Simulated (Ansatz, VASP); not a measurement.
# Cross-check of Al5Ga3As8 (alloy, x = 0.375, one random ordering in a cell of 16 atoms (invented)) between VASP and Ansatz

Wanted: the spread between two codes on one cell, functional and k mesh. The cell is generated by rule, not measured, and may not be a known phase. The cell is taken from a series of runs on this material, whose earlier steps may have relaxed, scaled, displaced or heated it; both programs get it as it stands.

Calculated with Ansatz 0.2.0; plane waves, with VASP 6.6.1 beside it; relaxation of cell and atoms at r2SCAN.

## 1. The starting structure

The structure is tetragonal, space group I-4m2 (No. 119). Conventional cell: a = 8.002 Å, b = 8.002 Å, c = 11.316 Å, α = 90.00°, β = 90.00°, γ = 90.00°. Nearest to Al lie 4 As at 2.45 Å. Ga has 4 As at 2.45 Å nearest. Nearest to Ga lie 4 As at 2.45 Å. Nearest to As lie 2 Ga at 2.45 Å and 2 Al at 2.45 Å. Nearest to As lie 1 Ga at 2.45 Å and 3 Al at 2.45 Å. Farther neighbours are not listed.

Structure file:

```cif
data_structure
_symmetry_space_group_name_H-M 'P 1'
_symmetry_Int_Tables_number 1
_cell_length_a 8.0016
_cell_length_b 8.0016
_cell_length_c 8.0016
_cell_angle_alpha 120.000
_cell_angle_beta 120.000
_cell_angle_gamma 90.000
_cell_volume 362.26
loop_
_atom_site_label
_atom_site_type_symbol
_atom_site_fract_x
_atom_site_fract_y
_atom_site_fract_z
_atom_site_occupancy
Al1 Al 0.25000 0.75000 0.00000 1
Al2 Al 0.75000 0.75000 0.50000 1
Al3 Al 0.25000 0.25000 0.50000 1
Al4 Al 0.75000 0.25000 0.50000 1
Al5 Al 0.75000 0.25000 0.00000 1
Ga6 Ga 0.75000 0.75000 0.00000 1
Ga7 Ga 0.25000 0.75000 0.50000 1
Ga8 Ga 0.25000 0.25000 0.00000 1
As9 As 0.37500 0.62500 0.75000 1
As10 As 0.87500 0.62500 0.75000 1
As11 As 0.37500 0.62500 0.25000 1
As12 As 0.87500 0.62500 0.25000 1
As13 As 0.37500 0.12500 0.25000 1
As14 As 0.87500 0.12500 0.25000 1
As15 As 0.37500 0.12500 0.75000 1
As16 As 0.87500 0.12500 0.75000 1
```

## 2. Ansatz: relaxation of cell and atoms, r2SCAN

Ansatz runs on its PAW soft_1 files.

The relaxed volume is the usual yardstick between codes: in a stiff, nearly cubic crystal its relative difference is about their pressure difference at one cell divided by the bulk modulus.

File input.yaml:

```yaml
crystal:
  lattice:
    - [-4.00081, 4.00081, 5.658]
    - [4.00081, -4.00081, 5.658]
    - [4.00081, 4.00081, -5.658]
  atoms:
    - { symbol: Al, position: [0.25, 0.75, 0.0] }
    - { symbol: Ga, position: [0.75, 0.75, 0.0] }
    - { symbol: Ga, position: [0.25, 0.75, 0.5] }
    - { symbol: Al, position: [0.75, 0.75, 0.5] }
    - { symbol: Al, position: [0.25, 0.25, 0.5] }
    - { symbol: Al, position: [0.75, 0.25, 0.5] }
    - { symbol: Ga, position: [0.25, 0.25, 0.0] }
    - { symbol: Al, position: [0.75, 0.25, 0.0] }
    - { symbol: As, position: [0.375, 0.625, 0.75] }
    - { symbol: As, position: [0.875, 0.625, 0.75] }
    - { symbol: As, position: [0.375, 0.625, 0.25] }
    - { symbol: As, position: [0.875, 0.625, 0.25] }
    - { symbol: As, position: [0.375, 0.125, 0.25] }
    - { symbol: As, position: [0.875, 0.125, 0.25] }
    - { symbol: As, position: [0.375, 0.125, 0.75] }
    - { symbol: As, position: [0.875, 0.125, 0.75] }
kpoints:
  mp_grid: { grid: [4, 4, 4] }
hamiltonian:
  xc: r2scan
  pseudopotentials: { kind: paw, azcp: { folder: soft_1 } }
scf:
  occupations: { method: gaussian, width: 0.02 }
output:
  forces: true
  stress: true
  eigenvalues: true
relax:
  adjacent_minimum: "off"
  f_tol: 0.005
  max_steps: 80
  cell: { stress_tol: 0.05 }
```

Launch:

```bash
$ ansatz run input.yaml --threads 4 --pin off --max-ram 10240MiB --backend cpu --events-out ev --progress --plain --runs-dir out
```

Numbers of over 12 decimals in the logs are rounded to 6 here.

What it wrote:

```text
Engine: ansatz 0.2.0, x86_64-unknown-linux-gnu
Pseudopotentials: kind: paw
Pseudopotential: Al, paw, valence charge 3, recommended cutoff 500 eV (meta_gga), soft_1/Al.paw.azcp
Pseudopotential: Ga, paw, valence charge 13, recommended cutoff 500 eV (meta_gga), soft_1/Ga.paw.azcp
Pseudopotential: As, paw, valence charge 15, recommended cutoff 500 eV (meta_gga), soft_1/As.paw.azcp
Functional definition: r2SCAN
  parameter k0 = 0.174
  parameter k1 = 0.065
  parameter a1 = 4.9479
  exchange = r2scan_x(k0 = k0, k1 = k1, a1 = a1)
  correlation = r2scan_c
Crystal: 16 atoms, lattice volume = 362.259 Å³
Basis set: ecut = 500 eV, 9257 PW (Γ), exchange–correlation on 240×240×240 points (64 copies of the dense FFT grid, shifted against one another)
Bands: 105, of which v1, the nominal top of the filled ones, is band 87 counted from 1 (86 counted from 0)
Symmetry: 8 space group operations
Space group: I-4m2 (ITA 119), of the structure as read, at distance tolerance 7.1e-5 Å
k-points: 13 of 64 (time reversal used)
Non-local potential: Al, projectors of the file, l = 0: 2, l = 1: 2, l = 2: 1
Non-local potential: Ga, projectors of the file, l = 0: 2, l = 1: 2, l = 2: 3, l = 3: 1
Non-local potential: As, projectors of the file, l = 0: 2, l = 1: 2, l = 2: 3, l = 3: 1
PAW form: soft (Blöchl's): semilocal exchange-correlation on the pseudo side does not see the compensation charge
PAW frozen core: Al, regenerated for the run's functional (the file was generated under x = pbe(κ = 0.804, μ = 0.219515), c = pbe(β = 0.066725))
PAW frozen core: Ga, regenerated for the run's functional (the file was generated under x = pbe(κ = 0.804, μ = 0.219515), c = pbe(β = 0.066725))
PAW frozen core: As, regenerated for the run's functional (the file was generated under x = pbe(κ = 0.804, μ = 0.219515), c = pbe(β = 0.066725))
PAW one-centre angular grid: Al, 302 points (default); XC on 160 Gauss nodes
PAW one-centre angular grid: Ga, 590 points (default); XC on 160 Gauss nodes
PAW one-centre angular grid: As, 590 points (default); XC on 160 Gauss nodes
Initial density: superposition of atomic densities (chi_scale 0.1, normalization cell, long waves kept (reshape's long-wave potential 0.02 eV rms))
Initial wavefunctions: pseudopotential atomic-orbital guess
Functional: x = r2scan, c = r2scan; τ floored in thin density (d = 2e-4 eV/Å³)
SCF iter   1: F=—  HF=-52998.659297 eV  |F-HF|=—  |Δ(HF+E_count)|=         —  Δρ=4.47e-2  dr2=5.55e0  dr2_τ=7.48e-2  ethr=3.10e-3  ⟨swp⟩=6.4  Hψ=5350  notcnv=0  defer=6
preconditioner: auto → Resta (q_TF=auto, 2.414 Å⁻¹)  ε∞=3.2  [insulator: Δε(μ)=1.546 eV  Ē_g=12.815 eV  σ=0.020 eV  W_gap=1.00  n_scr=64 (ndim 8)  ℏωp=18.9 eV  f_vac=0.000  D(μ)=0.00/eV (n_scr^D=0)  ε∞_Penn≈3.2]
SCF iter   2: F=—  HF=-52998.460386 eV  |F-HF|=—  |Δ(HF+E_count)|=   1.99e-1  Δρ=2.47e-2  dr2=1.78e0  dr2_τ=1.08e-2  ethr=3.10e-3  ⟨swp⟩=2.4  Hψ=1676  notcnv=0  defer=146
SCF iter   3: F=—  HF=-52998.612935 eV  |F-HF|=—  |Δ(HF+E_count)|=   1.53e-1  Δρ=5.54e-3  dr2=1.18e-1  dr2_τ=1.62e-3  ethr=1.03e-3  ⟨swp⟩=3.5  Hψ=2460  notcnv=0  defer=146
SCF iter   4: F=—  HF=-52998.519900 eV  |F-HF|=—  |Δ(HF+E_count)|=   9.30e-2  Δρ=2.43e-3  dr2=1.46e-2  dr2_τ=1.44e-4  ethr=6.81e-5  ⟨swp⟩=3.1  Hψ=2527  notcnv=0  defer=146
SCF iter   5: F=—  HF=-52998.528268 eV  |F-HF|=—  |Δ(HF+E_count)|=   8.37e-3  Δρ=7.25e-4  dr2=1.97e-3  dr2_τ=4.46e-5  ethr=8.37e-6  ⟨swp⟩=2.0  Hψ=2438  notcnv=0  defer=146
SCF iter   6: F=—  HF=-52998.525163 eV  |F-HF|=—  |Δ(HF+E_count)|=   3.10e-3  Δρ=2.14e-4  dr2=1.17e-4  dr2_τ=3.03e-6  ethr=1.13e-6  ⟨swp⟩=2.0  Hψ=2436  notcnv=0  defer=146
SCF iter   7: F=—  HF=-52998.525196 eV  |F-HF|=—  |Δ(HF+E_count)|=   3.31e-5  Δρ=6.57e-5  dr2=1.69e-5  dr2_τ=2.64e-7  ethr=6.71e-8  ⟨swp⟩=2.0  Hψ=2350  notcnv=0  defer=146
SCF iter   8: F=—  HF=-52998.525285 eV  |F-HF|=—  |Δ(HF+E_count)|=   8.82e-5  Δρ=1.32e-5  dr2=9.40e-7  dr2_τ=9.35e-9  ethr=9.71e-9  ⟨swp⟩=2.0  Hψ=2496  notcnv=0  defer=146
SCF iter   9: F=—  HF=-52998.525285 eV  |F-HF|=—  |Δ(HF+E_count)|=   3.21e-7  Δρ=5.61e-6  dr2=1.10e-7  dr2_τ=1.26e-9  ethr=5.40e-10  ⟨swp⟩=2.0  Hψ=2090  notcnv=0  defer=146
SCF iter  10: F=-52998.525285 eV  HF=-52998.525285 eV  |F-HF|=1.66e-8  |Δ(HF+E_count)|=   6.71e-8  Δρ=2.33e-6  dr2=1.72e-8  dr2_τ=1.76e-10  ethr=5.75e-11  ⟨swp⟩=11.9  Hψ=6949  notcnv=0
SCF 1 converged in 10 iterations: F = -52998.525285 eV  dr2 = 1.72e-8
  greatest PAW one-centre occupation: 0.999 electrons in one spin orbital (limit 2), on the As atom at site 10 (counted from 0), in its partial waves of l = 2
relax step   1: F+E_penalty+E_count = -52998.52528481 eV  Δ(F+E_penalty+E_count) = +0.000e0 eV  max|allowed force component| = 4.581e-2 eV/Å  Δτ_max = 0.0000 Å  P = +0.614 GPa  Ω = 362.259 Å³  (10 SCF iters, dr2 threshold 1.00e-7 eV, accepted)
Crystal: 16 atoms, lattice volume = 365.154 Å³
[...]
basis re-selected at this cell: Δ(F+E_penalty+E_count) = -3.930e-4 eV, ΔP = +0.001 GPa vs the last step (what re-selecting the basis moved, of the pressure what is left beyond the Pulay correction that the steps carried, after the strain that the cell walked since its last selection, with what the two solves' SCF thresholds leave and, on support functions, any second-order correction that the steps lacked; it is no m [...]
SCF converged after 5 iterations
Free energy (F): -52998.531997 eV
Harris-Foulkes:  -52998.531997 eV  (|F-HF|=5.82e-11)
Internal energy: -52998.531997 eV  (E = F + TS)
E sigma→0 (E₀):  -52998.531997 eV
Fermi energy:    7.207883 eV
--- Per-component energies (eV) ---
  E_band       = -2465.528147
  E_kinetic    = 1232.103678
  E_local      = -24092.260070  (includes V_loc(G=0)·N_el)
  E_nonlocal   = -3370.988909
  E_hartree    = 13473.987223
  E_xc         = -878.639380
  E_vxc        = -958.366947  (∫ρ·V_xc dr)
  E_paw        = -24592.167590  (= ΣΔE_a)
  E_vpaw       = -2271.659202  (= ΣTr[D̂ρ^β])
  E_aug_tail   = 0.000258  (compensation charges beyond the density's cutoff)
  E_vtau       = 47.668600  (kinetic-family band-sum trace: ∫τ·v_τ [+ j·A + Jᵃ·Aᵃ] dr)
  E_ewald      = -14756.648316
  E_core_change = -13.918891  (= ΣΔE_core)
  E_smearing   = -0.000000  (= −TS)
  E_closure    = -0.000000  (closes the sum)
  Σ components = -52998.531997   (vs F -52998.531997, Δ=0.00e0)
--- Forces (eV/Å), atoms counted from 1 ---
  atom   1  Al     0.00188714    -0.00188714     0.00000000
  atom   2  Ga     0.00000000    -0.00000000     0.00063897
  atom   3  Ga     0.00000000     0.00000000     0.00000000
  atom   4  Al     0.00188714     0.00188714     0.00000000
  atom   5  Al    -0.00188714    -0.00188714     0.00000000
  atom   6  Al     0.00000000     0.00000000     0.00000000
  atom   7  Ga     0.00000000     0.00000000    -0.00063897
  atom   8  Al    -0.00188714     0.00188714     0.00000000
  atom   9  As     0.00000000     0.00156115    -0.00040896
  atom  10  As    -0.00215659    -0.00000000    -0.00081021
  atom  11  As    -0.00156115    -0.00000000     0.00040896
  atom  12  As     0.00000000    -0.00156115    -0.00040896
  atom  13  As    -0.00000000     0.00215659     0.00081021
  atom  14  As     0.00215659    -0.00000000    -0.00081021
  atom  15  As     0.00156115    -0.00000000     0.00040896
  atom  16  As     0.00000000    -0.00215659     0.00081021
  max |Σ_I F_I| component: 1.41e-16 eV/Å
--- Stress (GPa, compression-positive) ---
       -0.003884       0.000000       0.000000
        0.000000      -0.003884       0.000000
        0.000000       0.000000      -0.005044
  P = ⅓ Tr σ = -0.0043 GPa (-0.043 kbar)
--- Band table (eV; the first three rows and the last of 13) ---
  k-point 0: bands = [... 83 lower, 5.5513, 6.4447, 6.4647, 6.4647, 7.9509, 8.0334, 8.2130, 8.2692, ... 14 higher]
  k-point 1: bands = [... 83 lower, 5.4872, 5.4974, 5.9019, 5.9105, 8.4338, 9.0365, 9.1379, 9.2753, ... 14 higher]
  k-point 2: bands = [... 83 lower, 5.3767, 5.4142, 5.4629, 5.4719, 9.1059, 9.2003, 9.6936, 9.9061, ... 14 higher]
  k-point 12: bands = [... 83 lower, 5.3770, 5.4239, 5.4523, 5.4523, 8.9889, 9.3200, 9.7665, 10.0321, ... 14 higher]
--- Relaxed structure (3 steps of the walk, 3 accepted, 1 SCFs on fresh bases) ---
  F+E_penalty+E_count = -52998.53199667 eV   max|allowed force component| = 2.157e-3 eV/Å   (the final SCF, on the basis selected at the relaxed cell)
  cell:  # Å, volume = 365.2308 Å³
    - [-4.012453, 4.012453, 5.671364]
    - [4.012453, -4.012453, 5.671364]
    - [4.012453, 4.012453, -5.671364]
  atoms:
    - { symbol: Al, position: [0.249650, 0.750350, 0.0] }
    - { symbol: Ga, position: [0.750028, 0.750028, 0] }
    - { symbol: Ga, position: [0.250000, 0.75, 0.500000] }
    - { symbol: Al, position: [0.750350, 0.750350, 0.500700] }
    - { symbol: Al, position: [0.249650, 0.249650, 0.499300] }
    - { symbol: Al, position: [0.75, 0.250000, 0.500000] }
    - { symbol: Ga, position: [0.249972, 0.249972, 0] }
    - { symbol: Al, position: [0.750350, 0.249650, 0.0] }
    - { symbol: As, position: [0.374519, 0.624585, 0.749934] }
    - { symbol: As, position: [0.875128, 0.624783, 0.749655] }
    - { symbol: As, position: [0.375415, 0.625481, 0.250066] }
    - { symbol: As, position: [0.874650, 0.624585, 0.250066] }
    - { symbol: As, position: [0.375217, 0.124872, 0.250345] }
    - { symbol: As, position: [0.875128, 0.125474, 0.250345] }
    - { symbol: As, position: [0.375415, 0.125350, 0.749934] }
    - { symbol: As, position: [0.874526, 0.124872, 0.749655] }
```

(Part 1 of 2 ends here.)

[Lines on the potential files, build, host, timing and source positions are cut from VASP's logs without a mark.]

[Logs are printed without paths, hosts, clocks, repeated set-up lines and the standing remarks that a program may print on its own settings, such as how far it seeks lower states.]

[Hosts, paths, dates, database ids (printed as entryN), source tags and the programs' standing remarks are cut or masked in the printed files.]
